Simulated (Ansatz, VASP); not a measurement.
# Ti (Titanium): VASP beside Ansatz, part 2 of 2

Aim: how closely do two programs agree when they are given the same cell, functional and k mesh? The cell is taken from a series of runs on this material, whose earlier steps may have relaxed, scaled, displaced or heated it; both programs get it as it stands.

VASP 6.6.1 and Ansatz 0.2.0.

So far: The starting structure; VASP: zone-centre phonons, LDA.

### 3. Ansatz: zone-centre phonons, LDA

Level of this step: Ansatz beside VASP: Kohn-Sham DFT, plane waves, LDA (Ansatz).

Ansatz runs on its PAW soft_1 files.

The same cell, functional (in two slightly different forms), mesh and smearing now go to Ansatz, which takes its cutoff from its data sets.

input.yaml

```yaml
crystal:
  lattice:
    - [2.8024660265, 0.0, 0.0]
    - [-1.4012330132, 2.4270067722, 0.0]
    - [0.0, 0.0, 4.4498670774]
  atoms:
    - { symbol: Ti, position: [0.3333333333, 0.6666666667, 0.25] }
    - { symbol: Ti, position: [0.6666666667, 0.3333333333, 0.75] }
kpoints:
  mp_grid: { grid: [18, 18, 12] }
hamiltonian:
  xc: lda
  pseudopotentials: { kind: paw, azcp: { folder: soft_1 }, xc_functional: pbe }
scf:
  occupations: { method: methfessel_paxton, width: 0.2 }
output:
  eigenvalues: true
phonons:
  method: dfpt
```

Started as:

```sh
> ansatz run input.yaml --threads 4 --pin off --max-ram 10240MiB --backend cpu --events-out ev --progress --plain --runs-dir out
```

Numbers of over 12 decimals in the logs are rounded to 6 here.

The log of the run:

```text
zone centre: on kpoints.mp_grid the ground state, and the responses unless they are solved on pairs of k-points, stand on 637 of the mesh's 3888 k-points, reduced under 4 symmetry operations, with k and −k counted as one. Each operation leaves every solved displacement unchanged or reverses it
Engine: ansatz 0.2.0, x86_64-unknown-linux-gnu
Pseudopotentials: kind: paw
Pseudopotential: Ti, paw, valence charge 12, recommended cutoff 420 eV (normal), soft_1/Ti.paw.azcp
Functional definition: SPW92
  exchange = slater_x
  correlation = pw_c
Crystal: 2 atoms, lattice volume = 30.266 Å³
Basis set: ecut = 420 eV, 603 PW (Γ), exchange–correlation on 40×40×60 points (8 copies of the dense FFT grid, shifted against one another)
Bands: 16, of which v1, the nominal top of the filled ones, is band 12 counted from 1 (11 counted from 0)
Symmetry: 24 space group operations
k-points: 637 of 3888 (irreducible under 4 space group operations, time reversal used)
Non-local potential: Ti, projectors of the file, l = 0: 3, l = 1: 2, l = 2: 3, l = 3: 1
PAW form: soft (Blöchl's): semilocal exchange-correlation on the pseudo side does not see the compensation charge
PAW frozen core: Ti, regenerated for the run's functional, and the local potential with it (the file was generated under x = pbe(κ = 0.804, μ = 0.219515), c = pbe(β = 0.066725))
PAW one-centre angular grid: Ti, 590 points (default); XC on 64 Gauss nodes
Initial density: superposition of atomic densities (chi_scale 0.1, normalization cell)
Initial wavefunctions: pseudopotential atomic-orbital guess
Functional: x = slater, c = lda
SCF iter   1: F=—  HF=-4900.948235 eV  |F-HF|=—  |Δ(HF+E_count)|=         —  Δρ=6.11e-2  dr2=1.09e0  ethr=3.10e-3  ⟨swp⟩=4.4  Hψ=91098  notcnv=0
automatic band count: the SCF goes on with 20 bands, as 16 were too few: they end inside the smearing window of the response
preconditioner: auto → none  [metal: Δε(μ)=0.018 eV  Ē_g=5.065 eV  σ=0.200 eV  W_gap=0.08  n_scr=8 (ndim 8)  ℏωp=19.1 eV  f_vac=0.000  D(μ)=1.52/eV (n_scr^D=22)  sad-step TF]
SCF iter   2: F=—  HF=-4900.686182 eV  |F-HF|=—  |Δ(HF+E_count)|=   2.62e-1  S|Δr|=    0.00e0  Δρ=3.42e-2  dr2=3.58e-1  ethr=3.10e-3  ⟨swp⟩=2.0  Hψ=21452  notcnv=0  defer=918
SCF iter   3: F=—  HF=-4900.565169 eV  |F-HF|=—  |Δ(HF+E_count)|=   1.21e-1  S|Δr|=    0.00e0  Δρ=1.30e-3  dr2=2.99e-4  ethr=1.49e-3  ⟨swp⟩=3.0  Hψ=22945  notcnv=0  defer=918
SCF iter   4: F=—  HF=-4900.565184 eV  |F-HF|=—  |Δ(HF+E_count)|=   1.47e-5  S|Δr|=    0.00e0  Δρ=1.03e-4  dr2=2.21e-6  ethr=1.25e-6  ⟨swp⟩=2.4  Hψ=18519  notcnv=0  defer=904
SCF iter   5: F=—  HF=-4900.565187 eV  |F-HF|=—  |Δ(HF+E_count)|=   3.23e-6  S|Δr|=    0.00e0  Δρ=5.22e-5  dr2=5.54e-7  ethr=9.22e-9  ⟨swp⟩=2.0  Hψ=20360  notcnv=0  defer=904
SCF iter   6: F=—  HF=-4900.565187 eV  |F-HF|=—  |Δ(HF+E_count)|=   1.26e-7  S|Δr|=    0.00e0  Δρ=8.94e-6  dr2=1.24e-8  ethr=2.31e-9  ⟨swp⟩=3.0  Hψ=19542  notcnv=0  defer=904
SCF iter   7: F=—  HF=-4900.565187 eV  |F-HF|=—  |Δ(HF+E_count)|=   5.76e-9  S|Δr|=    0.00e0  Δρ=7.86e-7  dr2=9.13e-11  ethr=5.19e-11  ⟨swp⟩=2.9  Hψ=19802  notcnv=0  defer=904
SCF iter   8: F=-4900.565187 eV  HF=-4900.565187 eV  |F-HF|=0.00e0  |Δ(HF+E_count)|=  6.28e-11  S|Δr|=    0.00e0  Δρ=2.99e-8  dr2=1.59e-13  ethr=1.00e-12  ⟨swp⟩=8.7  Hψ=50289  notcnv=0
SCF 1 converged in 8 iterations: F = -4900.565187 eV  dr2 = 1.59e-13
  greatest PAW one-centre occupation: 0.998 electrons in one spin orbital (limit 2), on the Ti atom at site 1 (counted from 0), in its partial waves of l = 0
DFPT response loops at Γ: preconditioner auto → Kerker (q_TF=auto, 2.625 Å⁻¹) (partly filled bands, converged f_vac=0.000); β = 1.00, the filter's whole step (`scf.mixing.beta` (0.50) is not read by the response loops under this deck's `scf.mixing.preconditioner`; to damp them name `kerker` or `kerker_dos`, under which they read `scf.mixing.beta`, and type it under 1.00, their step now; both keys bind the ground state too); Broyden in place of MSR1
SCF converged after 8 iterations
Stability not checked: this state was not tested for a lower state beside it, because cold or Methfessel-Paxton smearing, or corrected tetrahedra, fill the levels in a way that the test cannot read (fill_not_monotonic; see scf.lower_state_search)
Free energy (F): -4900.565187 eV
Harris-Foulkes:  -4900.565187 eV  (|F-HF|=0.00e0)
Internal energy: -4900.567772 eV  (E = F + TS)
E sigma→0 (E₀):  -4900.565833 eV
Entropy (-TS):   0.002585 eV (1.293 meV/atom)
Fermi energy:    15.266262 eV
Step filling:    the computed levels leave a gap of 0.0000 eV = 0.0 smearing widths at the electron count; against every level under it full and every level over it empty, smearing changes F+E_penalty+E_count by +0.839 meV and its σ→0 estimate by +0.192 meV
--- Per-component energies (eV) ---
  E_band       = -261.342025
  E_kinetic    = 569.691806
  E_local      = -1601.968795  (includes V_loc(G=0)·N_el)
  E_nonlocal   = 131.010950
  E_hartree    = 642.767810
  E_xc         = -232.510238
  E_vxc        = -293.034112  (∫ρ·V_xc dr)
  E_paw        = -1989.319290  (= ΣΔE_a)
  E_vpaw       = -352.577354  (= ΣTr[D̂ρ^β])
  E_aug_tail   = -0.000157  (compensation charges beyond the density's cutoff)
  E_ewald      = -2420.891759
  E_core_change = 0.651901  (= ΣΔE_core)
  E_smearing   = 0.002585  (= −TS)
  E_closure    = 0.000000  (closes the sum)
  Σ components = -4900.565187   (vs F -4900.565187, Δ=0.00e0)
--- Band table (eV; the first three rows and the last of 637) ---
  k-point 0: bands = [... 8 lower, 8.8912, 12.2268, 16.0665, 16.0665, 16.2046, 16.5444, 16.6732, 16.6732, ... 4 higher]
  k-point 1: bands = [... 8 lower, 8.9580, 12.2164, 16.0300, 16.0300, 16.1659, 16.4108, 16.6333, 16.6333, ... 4 higher]
  k-point 2: bands = [... 8 lower, 9.1551, 12.1709, 15.9546, 15.9546, 16.0546, 16.0762, 16.5254, 16.5254, ... 4 higher]
  k-point 636: bands = [... 8 lower, 13.0235, 13.0235, 14.6258, 14.6258, 15.1951, 15.1951, 17.0114, 17.0114, ... 4 higher]
--- Phonons (Γ-DFPT): 2 representative perturbations + reference, on 637 of 3888 k-points (Σ response iterations 6) ---
  k mesh reduced under 4 symmetry operations, with k and −k counted as one. Each operation leaves every solved displacement unchanged or reverses it
  ASR residual: 1.654e-5 → 0.000e0 eV/Å²; symmetrization residual: 4.571e-10 eV/Å²
  ASR residual per site (eV/Å²): 1.65e-5 1.65e-5
  Γ frequencies (cm⁻¹): 0.00 0.00 0.00 102.02 102.02 240.84
  non-analytic LO–TO correction: not included (Born effective charges unavailable; polar crystals: no LO–TO splitting at Γ)
```

### 4. Comparison

Known differences besides the potentials themselves: the cutoff is 420 eV in Ansatz and 500 eV in VASP; VASP's log shows a relativistic correction to its local exchange, Ansatz's none. Total energies have different zeros and are not compared.

Compared:

```
                  quantity  Ansatz   VASP  difference
optical mode 1 to 2 (cm⁻¹)   102.0  102.0     +0.02 %
     optical mode 3 (cm⁻¹)   240.8  243.7     -1.18 %
```

Modes are paired by rising frequency, not by their patterns, so a pair may set unlike modes beside each other; they are those without the splitting of longitudinal modes.

### 5. What came out

```
r.m.s. difference of the optical zone-centre modes, each program's sorted by frequency (zone-centre phonons, LDA) : 1.7 cm⁻¹
difference in optical mode 3 (zone-centre phonons, LDA)                                                           : -1.2 %
```

What this shows: The r.m.s. difference of the optical zone-centre modes, each program's sorted by frequency is 1.7 cm⁻¹ (zone-centre phonons, LDA). Among the rows given in per cent, the largest difference of the zone-centre phonons, LDA pair is in optical mode 3, -1.2 %. How closely two codes agree says nothing of how well the functional describes the real material.

[Lines on the potential files, build, host, timing and source positions are cut from VASP's logs without a mark.]

[Logs are printed without paths, hosts, clocks, repeated set-up lines and the standing remarks that a program may print on its own settings, such as how far it seeks lower states.]

[Hosts, paths, dates, database ids (printed as entryN), source tags and the programs' standing remarks are cut or masked in the printed files.]
